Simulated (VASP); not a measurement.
Here is the system:

```yaml
crystal:
  lattice:
    - [2.21495, -3.83641, 0.00000]
    - [2.21495, 3.83641, 0.00000]
    - [0.00000, 0.00000, 7.01297]
  atoms:
    - { symbol: Cd, position: [0.66667, 0.33333, 0.49727] }
    - { symbol: Cd, position: [0.33333, 0.66667, 0.99727] }
    - { symbol: Se, position: [0.66667, 0.33333, 0.87873] }
    - { symbol: Se, position: [0.33333, 0.66667, 0.37873] }
```

The numbers are results of PBEsol GGA, VASP's PBE PAW potentials (set 64) (plane waves; VASP), not measurements. Numerical set-up: 480 eV cut-off, 6×6×4 Γ-centred mesh, Gaussian smearing of 0.050 eV, potentials Cd Se.

Question: Give the stress tensor in GPa (positive for a compressed cell).

Answer: 
```
-2.80   0.00   0.00
 0.00  -2.80   0.00
 0.00   0.00  -1.48
```
The pressure is its mean diagonal, -2.36 GPa.

The compound is CdSe in the wurtzite structure. This cell was strained or had an atom moved on purpose. Symmetry was kept, so distortions that lower it aren't found.
